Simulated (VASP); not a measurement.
Calculation: PBEsol GGA, VASP's PBE PAW potentials (set 64) (plane waves; VASP).

The input files of a VASP run:

File KPOINTS:
```
K-points
0
Gamma
 13 13 13
```

### INCAR
```
LWAVE = .FALSE.
LREAL = .FALSE.
NELM = 100
ALGO = Normal
LCHARG = .TRUE.
LORBIT = 11   # lm-projected
GGA = PS
EDIFF = 1E-7
LASPH = .TRUE.
PREC = Accurate
LMAXMIX = 6   # l cut-off of mixed one-centre charges
SYSTEM = TaAl
ENCUT = 400   # plane-wave cut-off (eV)
NEDOS = 601   # DOS grid
ISMEAR = -5
ISIF = 2   # forces and stress, cell fixed
```

POSCAR:
```
TaAl
1
   -0.0000000000     2.6170424153     2.6170424153
    2.6170424153    -0.0000000000     2.6170424153
    2.6170424153     2.6170424153     0.0000000000
Ta Al
1 1
Direct
  0.0000000000   0.0000000000   0.0000000000
  0.5000000000   0.5000000000   0.5000000000
```

POTCAR, in this order: Ta_pv Al (PBE.64 set). Program: vasp_std.

What VASP printed:

OSZICAR:
```
       N       E                     dE             d eps       ncg     rms          rms(c)
DAV:   1     0.509701037665E+02    0.50970E+02   -0.66325E+03  1864   0.958E+02
DAV:   2    -0.148154939768E+02   -0.65786E+02   -0.63763E+02  2123   0.227E+02
DAV:   3    -0.165006900206E+02   -0.16852E+01   -0.16247E+01  2410   0.326E+01
DAV:   4    -0.165251183171E+02   -0.24428E-01   -0.24476E-01  2083   0.365E+00
DAV:   5    -0.165254426288E+02   -0.32431E-03   -0.32568E-03  2391   0.453E-01    0.128E+01
DAV:   6    -0.156250553078E+02    0.90039E+00   -0.23592E+00  2082   0.123E+01    0.476E+00
DAV:   7    -0.155669592364E+02    0.58096E-01   -0.26164E-01  2242   0.388E+00    0.130E+00
DAV:   8    -0.155616362645E+02    0.53230E-02   -0.10753E-02  2086   0.915E-01    0.310E-01
DAV:   9    -0.155614800891E+02    0.15618E-03   -0.90973E-04  2165   0.263E-01    0.117E-01
DAV:  10    -0.155614694301E+02    0.10659E-04   -0.67855E-05  2116   0.710E-02    0.648E-03
DAV:  11    -0.155614698030E+02   -0.37297E-06   -0.99620E-07  2210   0.104E-02    0.323E-03
DAV:  12    -0.155614698448E+02   -0.41745E-07   -0.26651E-08  1277   0.148E-03
   1 F= -.15561470E+02 E0= -.15561470E+02  d E =0.000000E+00
```

File OUTCAR:
```
------------------------ aborting loop because EDIFF is reached ----------------------------------------
  FORCE on cell =-STRESS in cart. coord.  units (eV):
  Direction    XX          YY          ZZ          XY          YZ          ZX
  --------------------------------------------------------------------------------------
  Total       -0.0161251     -0.0161251     -0.0161251      0.0000000      0.0000000     -0.0000000
  in kB       -0.7206927     -0.7206927     -0.7206927      0.0000000      0.0000000     -0.0000000
  external PRESSURE =      -0.7206927 kB  Pullay stress =       0.0000000 kB
  volume of cell :       35.85
      direct lattice vectors                 reciprocal lattice vectors
     0.000000000  2.617042415  2.617042415    -0.191055367  0.191055367  0.191055367
     2.617042415  0.000000000  2.617042415     0.191055367 -0.191055367  0.191055367
     2.617042415  2.617042415  0.000000000     0.191055367  0.191055367 -0.191055367
 POSITION                                       TOTAL-FORCE (eV/Angst)
 -----------------------------------------------------------------------------------
      0.00000      0.00000      0.00000         0.000000      0.000000      0.000000
      2.61704      2.61704      2.61704         0.000000      0.000000      0.000000
 -----------------------------------------------------------------------------------
    total drift:                                0.000000     -0.000000     -0.000000
  FREE ENERGIE OF THE ION-ELECTRON SYSTEM (eV)
  ---------------------------------------------------
  free  energy   TOTEN  =       -15.5614698448 eV

  energy  without entropy=      -15.5614698448  energy(sigma->0) =      -15.56146984

 total charge

# of ion       s       p       d       tot
------------------------------------------
    1        0.289   6.105   2.450   8.844
    2        0.470   0.474   0.000   0.945
--------------------------------------------------
tot          0.759   6.579   2.450   9.789
```
(Selected blocks of OUTCAR.)

For a metal the tetrahedron method with Blöchl corrections gives inexact stress and forces.

The structure was generated: TaAl was put into the rock salt type (Fm-3m), which need not be its known phase. It was relaxed first, which changed the volume by -42 %.
